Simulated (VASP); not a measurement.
An input for Ansatz (written as the equivalent of a VASP run, and not itself run):

Ansatz 0.2 input:
```yaml
crystal:
  lattice:
    - [1.9091143, -2.7037984, 0.0000000]
    - [1.9091143, 2.7037984, 0.0000000]
    - [0.0000000, 0.0000000, 10.8556494]
  atoms:
    - { symbol: Tl, position: [0.5000000, 0.5000000, 0.7591246] }
    - { symbol: Tl, position: [0.5000000, 0.5000000, 0.2408754] }
    - { symbol: Tl, position: [0.0000000, 0.0000000, 0.5000000] }
    - { symbol: In, position: [1.0000000, 1.0000000, 0.0000000] }
kpoints:
  mp_grid: { grid: [9, 9, 3] }
hamiltonian:
  xc: pbesol
  pseudopotentials: { kind: paw }
scf:
  occupations: { method: methfessel_paxton, width: 0.1 }
  max_iter: 100
relax:
  max_steps: 60
  f_tol: 0.02
  cell: {}
output: { forces: true, stress: true, eigenvalues: true }
```

Question: Translate this input to VASP (INCAR, KPOINTS, POSCAR, choice of POTCAR).

Answer: This is not unique; one that fits is 
**INCAR**
```
ALGO  =  Normal
EDIFF  =  1E-6
EDIFFG  =  -0.02
ENCUT  =  400
GGA  =  PS
IBRION  =  2
ISIF  =  3
ISMEAR  =  1
LASPH  =  T
LCHARG  =  F
LMAXMIX  =  4
LREAL  =  F
LWAVE  =  F
NELM  =  100
NSW  =  60
PREC  =  Accurate
SIGMA  =  0.1
SYSTEM  =  Tl3In
```

File KPOINTS:
```
K-points
0
Gamma
 9 9 3
```

**POSCAR**
```
Tl3In
1
    1.9091142838    -2.7037983552     0.0000000000
    1.9091142838     2.7037983552     0.0000000000
    0.0000000000     0.0000000000    10.8556494494
Tl In
3 1
Direct
  0.5000000000   0.5000000000   0.7591246351
  0.5000000000   0.5000000000   0.2408753649
  0.0000000000   0.0000000000   0.5000000000
  1.0000000000   1.0000000000   0.0000000000
```

POTCAR, in this order: Tl_d In_d (PBE.64 set). Program: vasp_std.

What does not carry over: each code has its own PAW files, so the cut-off isn't converted (ENCUT is set for VASP's; basis.ecutwfc is left out, and Ansatz then takes the one that its files recommend); Ansatz stops its SCF on the density residual and VASP on the energy change (EDIFF).

The structure comes from a computed database's Tl3In entry (Cmmm); how it stands against other phases isn't given here. This run relaxes it. Symmetry was kept, so distortions that lower it aren't found. The start is the result of an earlier pass.
